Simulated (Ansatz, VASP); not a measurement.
**InP: VASP beside Ansatz**

Aim: how closely do two programs agree when they are given the same cell, functional and k mesh? The cell is taken from a series of runs on this material, whose earlier steps may have relaxed, scaled, displaced or heated it; both programs get it as it stands.

Program: Ansatz 0.2.0. Level of theory: plane waves, with VASP 6.6.1 beside it; single point at HSE06. Results are calculated unless marked as measured.

## Step 1: The starting structure

Symmetry: F-43m, No. 216, cubic system. Conventional cell: a = 5.861 Å, b = 5.861 Å, c = 5.861 Å, α = 90.00°, β = 90.00°, γ = 90.00°. Nearest to In lie 4 P at 2.54 Å. Nearest to P lie 4 In at 2.54 Å. Farther neighbours are not listed.

Structure file:

```cif
data_structure
_symmetry_space_group_name_H-M 'P 1'
_symmetry_Int_Tables_number 1
_cell_length_a 4.1444
_cell_length_b 4.1444
_cell_length_c 4.1444
_cell_angle_alpha 60.000
_cell_angle_beta 60.000
_cell_angle_gamma 60.000
_cell_volume 50.33
loop_
_atom_site_label
_atom_site_type_symbol
_atom_site_fract_x
_atom_site_fract_y
_atom_site_fract_z
_atom_site_occupancy
In1 In 0.00000 0.00000 0.00000 1
P2 P 0.75000 0.75000 0.75000 1
```

## Step 2: Ansatz: single point, HSE06

Ansatz runs on PAW files that the input asks for by source.

A single point gives forces, pressure and levels at one fixed geometry, so differences don't come from the geometry; what else differs is listed under the comparison.

The input, input.yaml:

```yaml
crystal:
  lattice:
    - [0.0, 2.9305, 2.9305]
    - [2.9305, 0.0, 2.9305]
    - [2.9305, 2.9305, 0.0]
  atoms:
    - { symbol: In, position: [0.0, 0.0, 0.0] }
    - { symbol: P, position: [0.75, 0.75, 0.75] }
kpoints:
  mp_grid: { grid: [6, 6, 6] }
scf:
  occupations: { method: fermi_dirac, width: 0.02 }
  n_extra_bands: 8
hamiltonian:
  xc: hse06
  pseudopotentials: { kind: paw, source: ansatz }
output:
  forces: true
  core_levels:
    shells: { In: ["3d"], P: ["2p"] }
    counted_from: conduction_bottom
    add_spin: false
```

Launch:

```
$ ansatz run input.yaml --threads 4 --pin off --max-ram 8192MiB --backend cpu --events-out ev --progress --plain --runs-dir out
```

Numbers of over 12 decimals in the logs are rounded to 6 here.

Log:

```text
scf.n_extra_bands = 8 over 13 filled bands (N_el = 26.0): the run solves 21 bands
Engine: ansatz 0.2.0, aarch64-unknown-linux-gnu
Pseudopotentials: kind: paw
Pseudopotential: In, paw, valence charge 21, recommended cutoff 710 eV (normal), In.paw.azcp
Pseudopotential: P, paw, valence charge 5, recommended cutoff 600 eV (normal), P.paw.azcp
Functional definition: HSE06
  parameter a = 0.25
  parameter omega = 0.11/bohr
  exchange = pbe_x - a*pbe_x_sr(omega) + a*exact_x_sr(omega)
  correlation = pbe_c
Crystal: 2 atoms, lattice volume = 50.333 Å³
Basis set: ecut = 710 eV, 2109 PW (Γ), exchange–correlation on 90×90×90 points (8 copies of the dense FFT grid, shifted against one another)
Bands: 21, of which v1, the nominal top of the filled ones, is band 13 counted from 1 (12 counted from 0)
Symmetry: 24 space group operations
Space group: F-43m (ITA 216), of the structure as read, at distance tolerance 3.7e-5 Å
k-points: 16 of 216 (time reversal used)
Non-local potential: In, projectors of the file, l = 0: 3, l = 1: 3, l = 2: 2, l = 3: 2
Non-local potential: P, projectors of the file, l = 0: 2, l = 1: 2, l = 2: 1
PAW form: soft (Blöchl's): semilocal exchange-correlation on the pseudo side does not see the compensation charge
PAW frozen core: In, regenerated for the run's functional, and the local potential with it (the file was generated under x = pbe(κ = 0.804, μ = 0.219515), c = pbe(β = 0.066725))
PAW frozen core: P, regenerated for the run's functional, and the local potential with it (the file was generated under x = pbe(κ = 0.804, μ = 0.219515), c = pbe(β = 0.066725))
PAW one-centre angular grid: In, 590 points (default); XC on 64 Gauss nodes
PAW one-centre angular grid: P, 110 points (default); XC on 64 Gauss nodes
Initial density: superposition of atomic densities (chi_scale 0.1, normalization cell, long waves kept (reshape's long-wave potential 0.00 eV rms))
Initial wavefunctions: pseudopotential atomic-orbital guess
Functional: x = pbe(κ = 0.804, μ = 0.219515), c = pbe(β = 0.066725), warm-up for x = pbe(κ = 0.804, μ = 0.219515) + 0.25 (exact − pbe) at short range (hse, ω = 0.207870 Å⁻¹), c = pbe(β = 0.066725); HSE06 as pw.x's `hse` composes it (authors' and Libxc's form: `xc: wpbeh`)
SCF iter   1: F=—  HF=-9723.541379 eV  |F-HF|=—  |Δ(HF+E_count)|=         —  Δρ=3.41e-2  dr2=8.61e-1  ethr=1.00e-1  ⟨swp⟩=6.6  Hψ=1080  notcnv=0
preconditioner: auto → none  [insulator: Δε(μ)=0.988 eV  Ē_g=17.452 eV  σ=0.020 eV  W_gap=1.00  n_scr=14 (ndim 8)  ℏωp=22.2 eV  f_vac=0.001  D(μ)=0.00/eV (n_scr^D=0)]
SCF iter   2: F=—  HF=-9723.355596 eV  |F-HF|=—  |Δ(HF+E_count)|=   1.86e-1  Δρ=1.67e-2  dr2=9.64e-2  ethr=3.31e-3  ⟨swp⟩=4.6  Hψ=891  notcnv=0  defer=4
SCF iter   3: F=—  HF=-9723.345339 eV  |F-HF|=—  |Δ(HF+E_count)|=   1.03e-2  Δρ=6.99e-3  dr2=1.66e-2  ethr=3.71e-4  ⟨swp⟩=3.2  Hψ=812  notcnv=0  defer=1
iter 4 solved again at ethr=3.14e-6 eV; its pass at ethr=6.37e-5 eV (dr2=8.16e-4 eV) is discarded
SCF iter   4: F=—  HF=-9723.345561 eV  |F-HF|=—  |Δ(HF+E_count)|=   2.23e-4  Δρ=1.70e-3  dr2=7.41e-4  ethr=3.14e-6  ⟨swp⟩=2.2  Hψ=1295  notcnv=0  defer=2
eigensolver tolerance schedule: the retry pair's looser diagonalisation over-reported the residual by 0.10 of it (diagonalisation noise at 0.11 of the residual, at the tolerance the schedule requests for it); recorded, not acted on — ethr = c·dr2/N_el stays at c = 1.0e-1
SCF iter   5: F=-9723.345621 eV  HF=-9723.345606 eV  |F-HF|=1.58e-5  |Δ(HF+E_count)|=   4.42e-5  Δρ=3.57e-4  dr2=2.59e-5  ethr=2.85e-6  ⟨swp⟩=3.1  Hψ=633  notcnv=0  defer=1
SCF 1 stopped early in 5 iterations: F = -9723.345621 eV  dr2 = 2.59e-5
  greatest PAW one-centre occupation: 0.995 electrons in one spin orbital (limit 2), on the In atom at site 0 (counted from 0), in its partial waves of l = 0
Initial density: handed on by an earlier stage of this run
Initial wavefunctions: those handed on with the density
Functional: x = pbe(κ = 0.804, μ = 0.219515) + 0.25 (exact − pbe) at short range (hse, ω = 0.207870 Å⁻¹), c = pbe(β = 0.066725); HSE06 as pw.x's `hse` composes it (authors' and Libxc's form: `xc: wpbeh`)
Exchange kernel: α = 0.2500, screened, ω = 0.2079 Å⁻¹, Wigner–Seitz truncation, v(0) = 1046.7575 eV·Å³, q-mesh 6×6×6, nearest image of the exchange supercell L = 24.87 Å, pair-density grid 24×24×24, without the augmentation charges, whose exchange is taken in its separable form by FFT convolution over the k-point mesh (sized by the pseudopotential files, 30×30×30 at the most), smooth part of the exact exchange by density-matrix convolution
Frozen-core exchange: fock
SCF iter   1: F=—  HF=-9727.842028 eV  |F-HF|=—  |Δ(HF+E_count)|=         —  Δρ=6.35e-3  dr2=1.18e-2  ethr=9.97e-7  ⟨swp⟩=7.9  Hψ=1662  notcnv=0
preconditioner: auto → none  [insulator: Δε(μ)=1.430 eV  Ē_g=19.868 eV  σ=0.020 eV  W_gap=1.00  n_scr=14 (ndim 8)  ℏωp=22.2 eV  f_vac=0.071  D(μ)=0.00/eV (n_scr^D=0)]
SCF iter   2: F=—  HF=-9727.839119 eV  |F-HF|=—  |Δ(HF+E_count)|=   2.91e-3  Δρ=1.72e-3  dr2=1.26e-3  ethr=9.97e-7  ⟨swp⟩=4.0  Hψ=930  notcnv=0
SCF iter   3: F=—  HF=-9727.844377 eV  |F-HF|=—  |Δ(HF+E_count)|=   5.26e-3  Δρ=7.29e-4  dr2=1.99e-4  ethr=9.97e-7  ⟨swp⟩=4.1  Hψ=939  notcnv=0  defer=1
SCF iter   4: F=—  HF=-9727.844330 eV  |F-HF|=—  |Δ(HF+E_count)|=   4.77e-5  Δρ=8.82e-5  dr2=1.02e-5  ethr=6.92e-7  ⟨swp⟩=2.6  Hψ=567  notcnv=0
SCF iter   5: F=-9727.844399 eV  HF=-9727.844401 eV  |F-HF|=1.47e-6  |Δ(HF+E_count)|=   7.10e-5  Δρ=8.10e-5  dr2=2.75e-6  ethr=5.58e-9  ⟨swp⟩=4.1  Hψ=952  notcnv=0  defer=1
SCF 2 stopped early in 5 iterations: F = -9727.844399 eV  dr2 = 2.75e-6
hybrid outer 1: dexx = +6.115e-3 eV, tail = 9.91e-6 eV
Exchange kernel: α = 0.2500, screened, ω = 0.2079 Å⁻¹, Wigner–Seitz truncation, v(0) = 1046.7575 eV·Å³, q-mesh 6×6×6, nearest image of the exchange supercell L = 24.87 Å, pair-density grid 24×24×24, without the augmentation charges, whose exchange is taken in its separable form by FFT convolution over the k-point mesh (sized by the pseudopotential files, 30×30×30 at the most), smooth part of the exact exchange by density-matrix convolution
Frozen-core exchange: fock
SCF iter   1: F=—  HF=-9727.844341 eV  |F-HF|=—  |Δ(HF+E_count)|=         —  Δρ=1.94e-5  dr2=1.96e-7  ethr=1.91e-7  ⟨swp⟩=4.6  Hψ=797  notcnv=0
preconditioner: auto → none  [insulator: Δε(μ)=1.496 eV  Ē_g=19.828 eV  σ=0.020 eV  W_gap=1.00  n_scr=14 (ndim 8)  ℏωp=22.2 eV  f_vac=0.075  D(μ)=0.00/eV (n_scr^D=0)]
SCF iter   2: F=-9727.844341 eV  HF=-9727.844341 eV  |F-HF|=1.32e-9  |Δ(HF+E_count)|=   3.14e-8  Δρ=6.74e-6  dr2=1.44e-8  ethr=7.14e-10  ⟨swp⟩=3.0  Hψ=729  notcnv=0
SCF 3 converged in 2 iterations: F = -9727.844341 eV  dr2 = 1.44e-8
  Residual-converged pass: ⟨swp⟩=3.0  Hψ=634  notcnv=0  max |occ|·‖R‖ = 6.4e-6 eV (tolerance 6.7e-6 eV)  dr2=1.45e-8  dr2_onsite=7.87e-10  max |Δocc| = 2.0e-24
hybrid outer 2: dexx = +6.780e-8 eV, tail = 3.10e-8 eV, Δε = 1.26e-3 eV (about 1.09e-4 eV left of the loop's levels)
── core hole 1/2: 3d of In 0 ──
── 3d of In 0: 445.727 eV over the cell without the hole, in 19 iterations ──
── core hole 2/2: 2p of P 1 ──
── 2p of P 1: 129.905 eV over the cell without the hole, in 16 iterations ──
hybrid SCF converged: 2 outer / 7 inner (+5 warm-up), last move |dexx| = 6.78e-8 eV, tail = 3.10e-8 eV
Stability not checked: this state was not tested for a lower state beside it, because the functional holds exact exchange (a hybrid, or Hartree-Fock), whose exchange loop this test does not read (fock_operator; see scf.lower_state_search)
Free energy (F): -9727.844341 eV
Frozen-core exchange: fock
Harris-Foulkes:  -9727.844341 eV  (|F-HF|=1.32e-9)
Internal energy: -9727.844341 eV  (E = F + TS)
E sigma→0 (E₀):  -9727.844341 eV
Fermi energy:    8.352579 eV
--- Per-component energies (eV) ---
  E_band       = -709.345522
  E_kinetic    = 972.521310
  E_local      = -6469.955497  (includes V_loc(G=0)·N_el)
  E_nonlocal   = 1540.683340
  E_hartree    = 2309.242211
  E_xc         = -268.561236
  E_vxc        = -293.700991  (∫ρ·V_xc dr)
  E_exx        = -104.236991  (= α·E_x^exact, valence–valence)
  E_paw        = -4875.368784  (= ΣΔE_a)
  E_vpaw       = -868.902761  (= ΣTr[D̂ρ^β])
  E_aug_tail   = 0.000052  (compensation charges beyond the density's cutoff)
  E_ewald      = -2831.470370
  E_core_change = -0.698375  (= ΣΔE_core)
  E_smearing   = -0.000000  (= −TS)
  E_closure    = -0.000001  (closes the sum)
  Σ components = -9727.844341   (vs F -9727.844341, Δ=0.00e0)
--- Forces (eV/Å), atoms counted from 1 ---
  atom   1  In    -0.00000000     0.00000000     0.00000000
  atom   2  P      0.00000000    -0.00000000     0.00000000
  max |Σ_I F_I| component: 2.78e-17 eV/Å
--- Band table (eV; the first three rows and the last of 16) ---
  k-point 0: bands = [... 9 lower, -5.1462, 7.5938, 7.5938, 7.5938, 9.0894, 12.5109, 12.5109, 12.5109, ... 2 higher]
  k-point 1: bands = [... 9 lower, -4.8059, 5.3223, 7.2664, 7.2664, 10.1744, 12.9294, 12.9843, 12.9843, ... 2 higher]
  k-point 2: bands = [... 9 lower, -3.9260, 2.6462, 6.7487, 6.7487, 10.0211, 13.3273, 13.3273, 14.8404, ... 2 higher]
  k-point 15: bands = [... 9 lower, -2.4984, 1.4874, 4.5258, 4.5766, 11.5716, 12.0854, 15.3913, 15.6619, ... 2 higher]
  guard bands above this table: 2 of the run's 21 bands. The solve was not asked for them (output.publish_guard_bands: true or output.eigenvalues: true publishes all)
--- Core levels from the conduction bottom, as differences alone (as output.core_levels.counted_from types it; a hole's nearest image at 4.1 Å) ---
  the holes have no spin, as output.core_levels.add_spin types it
  atom         alike  shell      binding/eV   shift/eV difference/eV images/eV   SCF
  In 0             1     3d               –     +0.000       445.727         –    19
  P 1              1     2p               –     +0.000       129.905         –    16
  the dataset of In with a 3d hole: scattering error 0.007 eV; free atom: Dirac core, large and small components
  the two lines of In's 3d: 3d3/2 +4.523 eV and 3d5/2 -3.015 eV off its levels, 2 : 3 in strength
  the dataset of P with a 2p hole: scattering error 0.003 eV (0.002 eV in the local channel); free atom: Dirac core, large and small components
  the two lines of P's 2p: 2p1/2 +0.581 eV and 2p3/2 -0.291 eV off its levels, 1 : 2 in strength
  In 0 3d: filled_band_counts_differ_across_k_points
  P 1 2p: filled_band_counts_differ_across_k_points
```

## Step 3: VASP: single point, HSE06

The same cell, functional, mesh and smearing now go to VASP, with its own data sets.

Lines of VASP's logs that name or quote its potential files are left out, and so is its time.

The run reads the wave functions of an earlier VASP run, which isn't shown here.

The input, INCAR:

```
SYSTEM = InP
PREC = Accurate
ENCUT = 400
EDIFF = 1E-06
NELM = 100
ISMEAR = -1
SIGMA = 0.02
LREAL = .FALSE.
ALGO = Normal
LHFCALC = .TRUE.
AEXX = 0.25
GGA = PE
HFSCREEN = 0.208
LASPH = .TRUE.
NBANDS = 15
PRECFOCK = Fast
LORBIT = 11
LWAVE = .FALSE.
LCHARG = .FALSE.
ISIF = 2
```

The input, POSCAR:

```
InP
1.0
    0.0000000000      2.9305000000      2.9305000000
    2.9305000000      0.0000000000      2.9305000000
    2.9305000000      2.9305000000      0.0000000000
In P
1 1
Direct
    0.0000000000      0.0000000000      0.0000000000
    0.7500000000      0.7500000000      0.7500000000
```

The input, KPOINTS:

```
Automatic mesh
0
Gamma
6 6 6
0 0 0
```

The projector-augmented-wave data sets are In_d and P (PBE family, release 64).

Launch:

```
$ export OMP_NUM_THREADS=3
$ mpirun -np 1 vasp_std
```

Log:

```text
[banner, memory and clock lines left out]
running    1 mpi-ranks, on    1 nodes
 distrk:  each k-point on    1 cores,    1 groups
 distr:  one band on    1 cores,    1 groups
 Offloading initialized ...    1 GPUs detected
 POSCAR found type information on POSCAR InP
 POSCAR found :  2 types and       2 ions
 LDA part: xc-table for (Slater+PW92), standard interpolation
 found WAVECAR, reading the header
 POSCAR, INCAR and KPOINTS ok, starting setup
 FFT: planning ... GRIDC
 FFT: planning ... GRID_SOFT
 FFT: planning ... GRID
 reading WAVECAR
 the WAVECAR file was read successfully
 initial charge from wavefunction
 entering main loop
       N       E                     dE             d eps       ncg     rms          rms(c)
DAV:   1    -0.997523823406E+01   -0.99752E+01   -0.35941E-01   625   0.830E+00    0.358E+00
DAV:   2    -0.998126163633E+01   -0.60234E-02   -0.35423E-02   643   0.168E+00    0.369E+00
DAV:   3    -0.998087722625E+01    0.38441E-03   -0.14495E-03   681   0.576E-01    0.246E+00
DAV:   4    -0.998071535312E+01    0.16187E-03   -0.20426E-04   750   0.189E-01    0.156E+00
DAV:   5    -0.998066905980E+01    0.46293E-04   -0.39266E-05   636   0.721E-02    0.947E-01
DAV:   6    -0.998065559683E+01    0.13463E-04   -0.10217E-05   629   0.354E-02    0.573E-01
DAV:   7    -0.998065171898E+01    0.38778E-05   -0.20384E-06   546   0.175E-02    0.346E-01
DAV:   8    -0.998064985289E+01    0.18661E-05   -0.74903E-07   367   0.964E-03    0.208E-01
DAV:   9    -0.998064950610E+01    0.34679E-06   -0.38795E-07   324   0.629E-03
   1 F= -.99806495E+01 E0= -.99806495E+01  d E =-.387666E-11
```

OUTCAR, selected parts (step 3):

```text
ion  position               nearest neighbor table
   1  0.000  0.000  0.000-   2 2.54   2 2.54   2 2.54   2 2.54
   2  0.750  0.750  0.750-   1 2.54   1 2.54   1 2.54   1 2.54

  LATTYP: Found a face centered cubic cell.
 ALAT       =     5.8610000000

 Subroutine GETGRP returns: Found 24 space group operations
 (whereof 24 operations were pure point group operations)

The static configuration has the point symmetry T_d .

 Found     16 irreducible k-points:

   k-points           NKPTS =     16   k-points in BZ     NKDIM =    216   number of bands    NBANDS=     15

   dimension x,y,z NGX =    28 NGY =   28 NGZ =   28
   dimension x,y,z NGXF=    56 NGYF=   56 NGZF=   56

   ENCUT  =  400.0 eV  29.40 Ry    5.42 a.u.   6.76  6.76  6.76*2*pi/ulx,y,z

   NELECT =      18.0000    total number of electrons

 k-points in reciprocal lattice and weights: Automatic mesh
   0.00000000  0.00000000  0.00000000       0.005
   0.16666667  0.00000000  0.00000000       0.037
   0.33333333  0.00000000  0.00000000       0.037
   0.50000000  0.00000000  0.00000000       0.019
   0.16666667  0.16666667  0.00000000       0.028
   0.33333333  0.16666667  0.00000000       0.111
   0.50000000  0.16666667  0.00000000       0.111
  -0.33333333  0.16666667  0.00000000       0.111
  -0.16666667  0.16666667  0.00000000       0.056
[...]
-0.33333333  0.33333333  0.16666667       0.111
  -0.33333333  0.50000000  0.16666667       0.056

  exchange ACFDT corr.  =         0.00000000  see jH, gK, PRB 81, 115126

 average (electrostatic) potential at core
       1 -89.4524       2 -79.2147

 E-fermi :   5.2064

 k-point     1 :       0.0000    0.0000    0.0000
  band No.  band energies     occupation
    ...
      5     -10.9510      2.00000
      6      -7.9737      2.00000
      7       4.7682      2.00000
      8       4.7682      2.00000
      9       4.7682      2.00000
     10       6.2672      0.00000
     11       9.6863      0.00000
     12       9.6863      0.00000
     13       9.6863      0.00000
     14      14.3536      0.00000
    ...

 k-point     2 :       0.1667    0.0000    0.0000
  band No.  band energies     occupation
    ...
      5     -10.9506      2.00000
      6      -7.6334      2.00000
      7       2.4966      2.00000
      8       4.4409      2.00000
      9       4.4409      2.00000
     10       7.3511      0.00000
     11      10.1071      0.00000
     12      10.1606      0.00000
     13      10.1606      0.00000
     14      14.3517      0.00000
    ...

 k-point     3 :       0.3333    0.0000    0.0000
  band No.  band energies     occupation
    ...
      5     -10.9447      2.00000
      6      -6.7534      2.00000
      7      -0.1794      2.00000
      8       3.9237      2.00000
      9       3.9237      2.00000
     10       7.1960      0.00000
     11      10.5039      0.00000
     12      10.5039      0.00000
     13      12.0211      0.00000
     14      14.6016      0.00000
    ...

  Total        0.4189248      0.4189248      0.4189248      0.0000000     -0.0000000      0.0000000
  in kB       13.3349539     13.3349539     13.3349539      0.0000000     -0.0000000      0.0000000
  external PRESSURE =      13.3349539 kB  Pullay stress =       0.0000000 kB

  energy-cutoff  :      400.00
  volume of cell :       50.33
      direct lattice vectors                 reciprocal lattice vectors
     0.000000000  2.930500000  2.930500000    -0.170619348  0.170619348  0.170619348
     2.930500000  0.000000000  2.930500000     0.170619348 -0.170619348  0.170619348
     2.930500000  2.930500000  0.000000000     0.170619348  0.170619348 -0.170619348

 POSITION                                       TOTAL-FORCE (eV/Angst)
 -----------------------------------------------------------------------------------
      0.00000      0.00000      0.00000         0.000000      0.000000     -0.000000
      4.39575      4.39575      4.39575        -0.000000     -0.000000      0.000000
 -----------------------------------------------------------------------------------
    total drift:                               -0.000058     -0.000049     -0.000037

  FREE ENERGIE OF THE ION-ELECTRON SYSTEM (eV)
  ---------------------------------------------------
  free  energy   TOTEN  =        -9.9806495061 eV

  energy  without entropy=       -9.9806495061  energy(sigma->0) =       -9.98064951

 total charge
# of ion       s       p       d       tot
------------------------------------------
    1        0.840   0.787   9.917  11.544
    2        1.021   1.519   0.000   2.540
--------------------------------------------------
tot          1.860   2.307   9.917  14.084

[... 3 further parts left out ...]
```

The run ends at a pressure of 1.33 GPa.

## Step 4: Differences

Known differences besides the potentials themselves: exact exchange at q = 0 is treated differently, which shows on coarse meshes; VASP keeps PBE cores, Ansatz makes them for the functional; the data sets hold 26 valence electrons in Ansatz (on PAW files that the input asks for by source) and 18 in VASP; the cutoff is 710 eV in Ansatz and 400 eV in VASP; VASP takes a coarser grid for exact exchange (PRECFOCK = Fast). Total energies have different zeros and are not compared.

The two programs side by side:

```csv
quantity,Ansatz,VASP,difference
gap on the k mesh (eV),1.496,1.499,-0.003
```

A gap on the mesh is an upper bound, since the band edges may lie between its points.

## Step 5: What came out

```
difference in gap on the k mesh (single point, HSE06) : -0.0034 eV
```

What this shows: The difference in gap on the k mesh is -0.0034 eV (single point, HSE06), within the 0.08 eV picked in this series as the mark of a large difference. The data sets hold unlike numbers of valence electrons (26 in Ansatz and 18 in VASP), so part of the differences comes from the potentials. How closely two codes agree says nothing of how well the functional describes the real material.

[Lines on the potential files, build, host, timing and source positions are cut from VASP's logs without a mark.]

[Logs are printed without paths, hosts, clocks, repeated set-up lines and the standing remarks that a program may print on its own settings, such as how far it seeks lower states.]

[Hosts, paths, dates, database ids (printed as entryN), source tags and the programs' standing remarks are cut or masked in the printed files.]
